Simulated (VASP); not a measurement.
# Tl (Thallium): phonons from a supercell

Wanted: whether Tl (Thallium) is dynamically stable, and its vibrational spectrum. The start is a cell from a database of measured crystal structures.

Program: VASP 6.6.1. Level of theory: LDA; plane waves and PAW (Tl). Results are calculated unless marked as measured.

Most raw output is cut from this account.

**1. Starting point**

The structure is hexagonal, space group P6_3/mmc (No. 194). The conventional cell has a = 3.456 Å, b = 3.456 Å, c = 5.525 Å, α = 90.00°, β = 90.00°, γ = 120.00°. Nearest to Tl lie 12 Tl at 3.41 to 3.46 Å.

Structure file:

```cif
data_structure
_symmetry_space_group_name_H-M 'P6_3/mmc'
_symmetry_Int_Tables_number 194
_cell_length_a 3.4560
_cell_length_b 3.4560
_cell_length_c 5.5250
_cell_angle_alpha 90.000
_cell_angle_beta 90.000
_cell_angle_gamma 120.000
_cell_volume 57.15
loop_
_atom_site_label
_atom_site_type_symbol
_atom_site_symmetry_multiplicity
_atom_site_Wyckoff_symbol
_atom_site_fract_x
_atom_site_fract_y
_atom_site_fract_z
_atom_site_occupancy
Tl1 Tl 2 c 0.66667 0.33333 0.75000 1
```

**2. Relax the host**

Cell and atoms are relaxed first, so that later runs start from this functional's own cell.

INCAR

```
SYSTEM = Tl
PREC = Accurate
ENCUT = 350
EDIFF = 1E-06
NELM = 120
ISMEAR = 1
SIGMA = 0.15
LREAL = .FALSE.
ALGO = Normal
GGA = CA
NBANDS = 9
LORBIT = 11
LWAVE = .FALSE.
LCHARG = .FALSE.
KPAR = 4
LASPH = .TRUE.
IBRION = 2
NSW = 40
ISIF = 3
EDIFFG = -0.02
POTIM = 0.4
```

POSCAR

```
Tl
1.0
    3.4560000000      0.0000000000      0.0000000000
   -1.7280000000      2.9929837955      0.0000000000
    0.0000000000      0.0000000000      5.5250000000
Tl
2
Direct
    0.6666666667      0.3333333333      0.7500000000
    0.3333333333      0.6666666667      0.2500000000
```

KPOINTS

```
Automatic mesh
0
Gamma
11 11 6
0 0 0
```

Potentials, in the order of the species: Tl (LDA family, release 64).

The run is started by

```sh
mpirun -np 4 vasp_std
```

Run time: 23 s. Hardware: 4 MPI ranks of Intel Xeon Platinum 8259CL at 2.50GHz (Skylake/Cascade Lake), shared host; peak memory 0.58 GiB; 70 s of CPU time.

The k-mesh is coarse for a metal. The data set Tl keeps the semicore shell frozen, which is cheaper and a little less accurate. The run keeps the 24 symmetry operations of its start, so it cannot find a distortion of lower symmetry.

Step by step:

```tsv
step	energy less that of the first step (eV)	largest force (eV/Å)	pressure (GPa)	volume (Å³)
1	0.0000	0.0000	-1.72	57.15
2	-0.0137	0.0000	-0.40	55.14
3	-0.0144	0.0000	-0.01	54.62
4	-0.0144	0.0000	0.03	54.57
5	-0.0148	0.0000	0.04	54.54
6	-0.0152	0.0000	0.07	54.46
```

```tsv
conventional cell, symmetrised	before	after	change
a (Å)	3.456	3.384	-2.1 %
b (Å)	3.456	3.384	-2.1 %
c (Å)	5.525	5.493	-0.6 %
volume (Å³/atom)	28.57	27.23	-4.7 %
```

The relaxed structure:

```cif
data_structure
_symmetry_space_group_name_H-M 'P 1'
_symmetry_Int_Tables_number 1
_cell_length_a 3.3837
_cell_length_b 3.3837
_cell_length_c 5.4927
_cell_angle_alpha 90.000
_cell_angle_beta 90.000
_cell_angle_gamma 120.000
_cell_volume 54.46
loop_
_atom_site_label
_atom_site_type_symbol
_atom_site_fract_x
_atom_site_fract_y
_atom_site_fract_z
_atom_site_occupancy
Tl1 Tl 0.66667 0.33333 0.75000 1
Tl2 Tl 0.33333 0.66667 0.25000 1
```

This step gave:

- electronic cycles: 31
- electrons: 6
- free energy (TOTEN): -5.915 eV
- energy at zero smearing: -5.915 eV
- Fermi energy: 4.839 eV
- pressure: 0.06943 GPa
- labelled metallic, from the levels on this mesh: yes

The run ended after 6 ionic steps, 0.015 eV below its first step, once forces and stress met EDIFFG = -0.02.

**3. Tight relaxation**

Force constants are second derivatives, so residual forces and stress must first be far smaller than in an ordinary relaxation. Smearing differs from the relaxation before, which can move the cell too.

INCAR

```
SYSTEM = Tl
PREC = Accurate
ENCUT = 350
EDIFF = 1E-08
NELM = 120
ISMEAR = 1
SIGMA = 0.2
LREAL = .FALSE.
ALGO = Fast
GGA = CA
NBANDS = 9
LORBIT = 11
LWAVE = .FALSE.
LCHARG = .FALSE.
KPAR = 4
LASPH = .TRUE.
IBRION = 1
NSW = 30
ISIF = 3
EDIFFG = -0.002
POTIM = 0.4
```

POSCAR

```
Tl
1.0
    3.3836841971      0.0000000000      0.0000000000
   -1.6918420986      2.9303564731      0.0000000000
    0.0000000000      0.0000000000      5.4926859272
Tl
2
Direct
    0.6666666667      0.3333333333      0.7500000000
    0.3333333333      0.6666666667      0.2500000000
```

KPOINTS is that of step 2.

The run is started by

```sh
mpirun -np 4 vasp_std
```

Run time: 25 s. Hardware: 4 MPI ranks; peak memory 0.57 GiB.

The steps of the relaxation:

```tsv
step	energy less that of the first step (eV)	largest force (eV/Å)	pressure (GPa)	volume (Å³)
1	0.0000	0.0000	0.08	54.46
2	-0.0001	0.0000	0.02	54.55
3	-0.0002	0.0000	0.00	54.57
4	-0.0002	0.0000	0.00	54.58
```

```tsv
conventional cell, symmetrised	before	after	change
a (Å)	3.384	3.392	+0.3 %
b (Å)	3.384	3.392	+0.3 %
c (Å)	5.493	5.477	-0.3 %
volume (Å³/atom)	27.23	27.29	+0.2 %
```

The relaxed structure:

```xyz
2
Lattice="3.3922 0.0000 0.0000 -1.6961 2.9377 0.0000 0.0000 0.0000 5.4770" Properties=species:S:1:pos:R:3 pbc="T T T"
Tl    1.6961    0.9792    4.1077
Tl    0.0000    1.9585    1.3692
```

Numbers from this step:

- electronic cycles: 32
- Fermi energy: 4.815 eV
- pressure: 9.61e-4 GPa

The run ended after 4 ionic steps, 0.000 eV below its first step, once forces and stress met EDIFFG = -0.002.

**4. Force constants in the supercell**

System of this step: Tl (Thallium). Symmetry: P6_3/mmc, No. 194, hexagonal system. The conventional cell has a = 3.392 Å, b = 3.392 Å, c = 5.477 Å, α = 90.00°, β = 90.00°, γ = 120.00°. Tl has 12 Tl at 3.37 to 3.39 Å nearest.

Each independent atom is moved by 0.015 Å both ways; the forces give the force constants out to half the supercell.

INCAR

```
SYSTEM = Tl
PREC = Accurate
ENCUT = 350
EDIFF = 1E-07
NELM = 120
ISMEAR = 1
SIGMA = 0.2
LREAL = Auto
ALGO = Fast
GGA = CA
NBANDS = 80
LWAVE = .FALSE.
LCHARG = .FALSE.
KPAR = 4
LASPH = .TRUE.
IBRION = 6
NSW = 1
NFREE = 2
POTIM = 0.015
ISIF = 0
ADDGRID = .TRUE.
```

POSCAR

```
Tl
1.0
   10.1766575100      0.0000000000      0.0000000000
   -5.0883287550      8.8132439292      0.0000000000
    0.0000000000      0.0000000000     10.9539514200
Tl
36
Direct
    0.2222222222      0.1111111111      0.3750000000
    0.2222222222      0.1111111111      0.8750000000
    0.2222222222      0.4444444444      0.3750000000
    0.2222222222      0.4444444444      0.8750000000
    0.2222222222      0.7777777778      0.3750000000
    0.2222222222      0.7777777778      0.8750000000
    0.5555555556      0.1111111111      0.3750000000
    0.5555555556      0.1111111111      0.8750000000
    0.5555555556      0.4444444444      0.3750000000
    0.5555555556      0.4444444444      0.8750000000
    0.5555555556      0.7777777778      0.3750000000
    0.5555555556      0.7777777778      0.8750000000
    0.8888888889      0.1111111111      0.3750000000
    0.8888888889      0.1111111111      0.8750000000
    0.8888888889      0.4444444444      0.3750000000
    0.8888888889      0.4444444444      0.8750000000
    0.8888888889      0.7777777778      0.3750000000
    0.8888888889      0.7777777778      0.8750000000
    0.1111111111      0.2222222222      0.1250000000
    0.1111111111      0.2222222222      0.6250000000
    0.1111111111      0.5555555556      0.1250000000
    0.1111111111      0.5555555556      0.6250000000
    0.1111111111      0.8888888889      0.1250000000
    0.1111111111      0.8888888889      0.6250000000
    0.4444444444      0.2222222222      0.1250000000
    0.4444444444      0.2222222222      0.6250000000
    0.4444444444      0.5555555556      0.1250000000
    0.4444444444      0.5555555556      0.6250000000
    0.4444444444      0.8888888889      0.1250000000
    0.4444444444      0.8888888889      0.6250000000
    0.7777777778      0.2222222222      0.1250000000
    0.7777777778      0.2222222222      0.6250000000
    0.7777777778      0.5555555556      0.1250000000
    0.7777777778      0.5555555556      0.6250000000
    0.7777777778      0.8888888889      0.1250000000
    0.7777777778      0.8888888889      0.6250000000
```

KPOINTS

```
Automatic mesh
0
Gamma
4 4 3
0 0 0
```

The run is started by

```sh
mpirun -np 4 vasp_std
```

It took 26 min on 4 MPI ranks; peak memory 5.7 GiB.

The last energy, forces, stress and levels in OUTCAR belong to the last displaced cell, not to the cell of POSCAR.

This step gave:

| Quantity | Value |
| --- | --- |
| electrons | 108 |
| lowest frequency | -1.10e-6 cm⁻¹ |
| highest frequency | 98.62 cm⁻¹ |
| dynamically stable | yes |
| zero point energy | 9.240 meV/atom |
| heat capacity 300 | 24.81 J/K/mol of atoms |
| entropy 300 | 63.43 J/K/mol of atoms |

No long-range dipole term. The phonon branches at the labelled points (cm⁻¹):

```tsv
point	branch 1	branch 2	branch 3	branch 4	branch 5	branch 6
Γ	0	0	0	24	24	99
0.53 of the way	17	24	40	54	62	79
M	23	35	49	61	73	81
0.53 of the way	40	41	57	58	70	77
K	50	50	51	67	67	68
0.47 of the way	28	31	41	62	64	74
Γ	0	0	0	24	24	99
0.53 of the way	7	7	21	21	26	85
A	14	14	14	14	57	57
0.47 of the way	26	26	38	38	66	66
L	38	38	40	40	86	86
0.47 of the way	32	32	53	53	84	84
H	30	30	64	64	81	81
0.47 of the way	30	30	44	44	73	73
A	14	14	14	14	57	57
jump to L	38	38	40	40	86	86
0.47 of the way	29	34	45	52	79	85
M	23	35	49	61	73	81
jump to K	50	50	51	67	67	68
0.53 of the way	38	38	57	68	77	77
H	30	30	64	64	81	81
```

Table of phonon density of states by frequency; read off at these points:

```tsv
frequency (cm⁻¹)	phonon density of states (states/cm⁻¹/cell)
-25.2	0
-21.2	0
-17.2	0
-13.2	0
-9.2	0
-5.2	1.0e-5
-1.1	3.9e-4
2.9	0.00281
6.9	0.00836
10.9	0.0165
14.9	0.0279
18.9	0.0443
22.9	0.0695
26.9	0.103
30.9	0.121
34.9	0.111
38.9	0.0971
42.9	0.0916
46.9	0.0897
52.2	0.0805
56.2	0.0728
60.2	0.0655
64.2	0.0510
68.2	0.0552
72.2	0.0822
76.2	0.104
77.6	0.106
80.2	0.0979
84.2	0.0545
88.2	0.0150
92.2	0.0047
96.2	0.00227
100.3	4.9e-4
104.3	2.0e-5
108.3	0
112.3	0
116.3	0
120.3	0
124.3	0
```

Heat capacity at constant volume against temperature:

temperature (K), heat capacity at constant volume (J/K/mol of atoms) and a bar:
```
        0        0.0 
       50       20.7 #########################
      100       23.8 #############################
      150       24.4 #############################
      200       24.6 ##############################
      250       24.7 ##############################
      275       24.8 ##############################
      325       24.8 ##############################
      375       24.9 ##############################
      425       24.9 ##############################
      475       24.9 ##############################
      525       24.9 ##############################
      575       24.9 ##############################
      625       24.9 ##############################
      675       24.9 ##############################
      725       24.9 ##############################
      750       24.9 ##############################
      800       24.9 ##############################
      850       24.9 ##############################
      900       24.9 ##############################
      950       24.9 ##############################
     1000       24.9 ##############################
```

Vibrational entropy against temperature:

```tsv
temperature (K)	vibrational entropy (J/K/mol of atoms)
0	0
50	21.0
100	36.6
150	46.3
200	53.4
250	58.9
275	61.3
325	65.4
375	69.0
425	72.1
475	74.8
525	77.3
575	79.6
625	81.7
675	83.6
725	85.4
750	86.2
800	87.8
850	89.3
900	90.8
950	92.1
1000	93.4
```

**5. Results**

```yaml
highest_frequency: 98.6 cm⁻¹
lowest_frequency: -1.1e-6 cm⁻¹
zero_point_energy: 9.24 meV/atom
heat_capacity_300: 24.8 J/K/mol of atoms
entropy_300: 63.4 J/K/mol of atoms
```

In words: The spectrum reaches 99 cm⁻¹, and its lowest point lies at 0 cm⁻¹. No mode is imaginary, so the structure is a local minimum as far as this supercell can tell. Frequencies between the wave vectors that fit the supercell are interpolated.

[Lines on the potential files, build, host, timing and source positions are cut from VASP's logs without a mark.]

[Logs are printed without paths, hosts, clocks, repeated set-up lines and the standing remarks that a program may print on its own settings, such as how far it seeks lower states.]

[Hosts, paths, dates, database ids (printed as entryN), source tags and the programs' standing remarks are cut or masked in the printed files.]

[Runs that stopped without an error message from VASP are left out.]
